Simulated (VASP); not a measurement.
Here is the system:

```xyz
3
Lattice="0.0000 2.7020 2.7020 2.7020 0.0000 2.7020 2.7020 2.7020 0.0000" Properties=species:S:1:pos:R:3 pbc="T T T"
Cd     0.0000     0.0000     0.0000
F      1.3510     1.3510     1.3510
F      4.0530     4.0530     4.0530
```

These are r2SCAN meta-GGA, VASP's PBE PAW potentials (set 64) (plane waves; VASP) values and carry that method's errors. Numerical set-up: PREC = Normal, EDIFF = 1E-5, 450 eV cut-off, 9×9×9 Γ-centred mesh, Gaussian smearing of 0.050 eV, potentials Cd F.

At this cut-off the stress carries a Pulay error, which pulls relaxed volumes low.

**Question.** Estimate the energy per atom (σ→0), pressure.

**Answer.** 
```yaml
energy per atom (σ→0): -11.244 eV/atom
pressure: -22.3 kbar
```

The compound is CdF2 in the fluorite structure. It was relaxed first.
